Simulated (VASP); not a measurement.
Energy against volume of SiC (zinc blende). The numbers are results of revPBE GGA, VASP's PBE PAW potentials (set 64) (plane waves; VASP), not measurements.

| V (Å³/atom) | E (eV/atom) |
|---|---|
| 9.967 | -7.19816 |
| 10.285 | -7.21908 |
| 10.603 | -7.22564 |
| 10.921 | -7.21984 |
| 11.239 | -7.20336 |

**Question.** Fit a third-order Birch-Murnaghan equation of state.

**Answer.** 
```json
{
 "volume_per_atom": "10.60 Å^3/atom",
 "bulk_modulus": "207 GPa",
 "pressure_derivative_of_the_bulk_modulus": "3.93",
 "lattice_constant_a": "4.394 Å"
}
```

Measured: bulk modulus 229 GPa at 0 K (computed value off by -9.6 %), as given by Daniel Mejia-Rodriguez et al., Physical Review B (2018), arXiv:1807.09216 [0 K value with the zero-point phonon effect removed]; a 4.346 Å at 0 K (computed value off by +1.1 %), as given by Daniel Mejia-Rodriguez et al., Physical Review B (2018), arXiv:1807.09216 [static lattice: zero-point anharmonic expansion removed].

The compound is SiC in the zinc blende structure. It was relaxed first.
